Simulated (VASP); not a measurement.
A 71-atom supercell of AlN (wurtzite) holds Ti on the Al site with a neighbouring N vacancy in charge state -1. It is relaxed twice, with the total moment held at 1 and at 3 μB. The numbers are results of PBE GGA, VASP's PBE PAW potentials (set 64) (plane waves; VASP), not measurements. Run with PREC = Normal, LREAL = Auto, ISYM = 0, NELECT = 285.0, EDIFF = 1E-5, 400 eV cut-off, 1×1×1 Γ-centred mesh, Gaussian smearing of 0.050 eV, potentials Al N Ti.

The cell is charged, with a uniform compensating background. The supercell is sampled at Γ alone, which is coarse: total energies, pressure and levels can be off, energies of defects by several tenths of an eV.

Problem. Which spin state lies lower, and by how much?

Solution. The state with 1 μB lies lower, by 0.62 eV.

The cell is a supercell with a defect, built from AlN (wurtzite).
